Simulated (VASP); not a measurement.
The system is CdS (Hawleyite).

```
Cd S
1.0
     0.00000    2.91650    2.91650
     2.91650    0.00000    2.91650
     2.91650    2.91650    0.00000
Cd S
1 1
Cartesian
  0.0000 0.0000 0.0000
  4.3748 4.3748 4.3748
```

Base run:

* Program: VASP 6.6.1
* Functional: r2SCAN
* Potentials or basis: VASP PAW PBE potentials, release 64 (Cd, S)
* Cutoff: 520 eV
* k mesh: 8 × 8 × 8
* Occupations: gaussian, width 0.02 eV
* Spin: no spin polarisation

Its results: band gap on the k mesh 1.59 eV, direct.

Q: The run is repeated on the same cell with these changes: functional from r2SCAN to PBE; further incar settings from ALGO = Normal; EDIFF = 1e-06 to ALGO = Normal; EDIFF = 1e-08. What comes out?

A: Band gap on the k mesh 1.15 eV, direct.

Not every run made on this cell is shown here.
